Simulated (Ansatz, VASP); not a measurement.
# Ti2Te3Pt: VASP beside Ansatz

INCAR

```
SYSTEM = Ti2Te3Pt
  PREC = Accurate
  ENCUT = 520
  EDIFF = 1E-6
  ISMEAR = 0
  SIGMA = 0.1
  LREAL = .FALSE.
  LASPH = .TRUE.
  NELM = 100
  ALGO = Normal
  ISIF = 2
  LWAVE = .FALSE.
  LCHARG = .TRUE.
  GGA = PE
  LELF = .TRUE.
  LVHAR = .TRUE.
  NBANDS = 35
```

File KPOINTS:

```
Automatic mesh
0
G
  3 3 4
  0 0 0
```

File POSCAR:

```
Ti2Te3Pt
1.0
    6.5536084900      0.0000000000      0.0000000000
   -3.2768042500      5.6755914400      0.0000000000
    0.0000000000      0.0000000000      3.8506261000
Ti Te Pt
2 3 1
Direct
    0.3333333300      0.6666666700      0.0000000000
    0.6666666700      0.3333333300      0.0000000000
    0.5000000000      0.0000000000      0.5000000000
    0.5000000000      0.5000000000      0.5000000000
    0.0000000000      0.5000000000      0.5000000000
    0.0000000000      0.0000000000      0.0000000000
```

Input for Ansatz:

```yaml
crystal:
  lattice:
    - [6.55360849, 0.0, 0.0]
    - [-3.27680425, 5.67559144, 0.0]
    - [0.0, 0.0, 3.8506261]
  atoms:
    - { symbol: Ti, position: [0.33333333, 0.66666667, 0.0] }
    - { symbol: Ti, position: [0.66666667, 0.33333333, 0.0] }
    - { symbol: Te, position: [0.5, 0.0, 0.5] }
    - { symbol: Te, position: [0.5, 0.5, 0.5] }
    - { symbol: Te, position: [0.0, 0.5, 0.5] }
    - { symbol: Pt, position: [0.0, 0.0, 0.0] }
basis:
  ecutwfc: 420
kpoints:
  mp_grid: { grid: [3, 3, 4] }
hamiltonian:
  xc: pbe
scf:
  occupations: { method: gaussian, width: 0.1 }
  lower_state_search: "off"
output:
  forces: true
  stress: true
  eigenvalues: true
```

Change from the starting cell: species swapped into the ErB2Rh3 type (P6/mmm, No. 191).

Alike in both runs: task single point; functional PBE; k mesh 3 × 3 × 4; occupations gaussian, width 0.1 eV; no spin polarisation.

|  | VASP | Ansatz |
| --- | --- | --- |
| version | VASP 6.6.1 | Ansatz 0.2.0 |
| potentials or method | VASP PAW PBE potentials, release 64 (Ti_sv, Te, Pt) | scalar-relativistic, plane waves, PAW |
| plane-wave cutoff (eV) | 520 | 420 |
| valence electrons in the cell | 52 | 90 |

|  | VASP | Ansatz | Ansatz less VASP |
| --- | --- | --- | --- |
| gap on the k mesh at the Fermi level (eV) | none | none | - |
| pressure (GPa) | 4.0 | 4.1 | +0.05 |
| largest component of the traceless stress (GPa) | 0.35 | 0.34 | -0.016 |

A gap of «none» marks a metal or a gap that the smearing closes. With one functional, cell and mesh, what is left measures potentials, basis and numerics. The two sets of potentials don't hold the same shells in valence.

Caveats: the k mesh is coarse (spacing up to 0.41 Å⁻¹), so the values aren't converged. The runs have no spin-orbit coupling, so splittings on Pt, Te are missing.
